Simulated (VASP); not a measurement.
A VASP calculation is set up with these files.

### INCAR
```
ALGO = Normal
BPARAM = 11.95
CPARAM = 0.0093
EDIFF = 1E-7
ENCUT = 520
ISIF = 2
ISMEAR = 1
LASPH = T
LCHARG = F
LMAXMIX = 4
LMIXTAU = T
LREAL = F
LUSE_VDW = T
LWAVE = F
METAGGA = R2SCAN
NELM = 100
PREC = Accurate
SIGMA = 0.1
SYSTEM = CoGa
```

### KPOINTS
```
Automatic mesh
0
Gamma
13 13 13
0 0 0
```

File POSCAR:
```
CoGa
5.6148560
  0.5000000016   0.0000000000   0.0000000000
  0.0000000000   0.5000000016   0.0000000000
  0.0000000000   0.0000000000   0.5000000016
Ga Co
1 1
Cartesian
  0.2500000008   0.2500000008   0.2500000008
  0.0000000000   0.0000000000   0.0000000000
```

POTCAR, in this order: Ga_d Co (PBE.64 set). Program: vasp_std.

Write an equivalent input for Ansatz.

One equivalent input (not run):
Ansatz 0.2 input:
```yaml
crystal:
  lattice:
    - [2.8074280, 0.0000000, 0.0000000]
    - [0.0000000, 2.8074280, 0.0000000]
    - [0.0000000, 0.0000000, 2.8074280]
  atoms:
    - { symbol: Ga, position: [0.5000000, 0.5000000, 0.5000000] }
    - { symbol: Co, position: [0.0000000, 0.0000000, 0.0000000] }
kpoints:
  mp_grid: { grid: [13, 13, 13] }
hamiltonian:
  xc: r2scan
  dispersion: rvv10
  pseudopotentials: { kind: paw }
scf:
  occupations: { method: methfessel_paxton, width: 0.1 }
  max_iter: 100
output: { forces: true, stress: true, eigenvalues: true }
```
The two are equivalent in intent, not identical: each code has its own PAW files, so the cut-off isn't converted (ENCUT is set for VASP's; basis.ecutwfc is left out, and Ansatz then takes the one that its files recommend); Ansatz stops its SCF on the density residual and VASP on the energy change (EDIFF).

The compound is CoGa in the CsCl type structure. This cell is one point of a volume scan, at 0.97 of the reference volume.
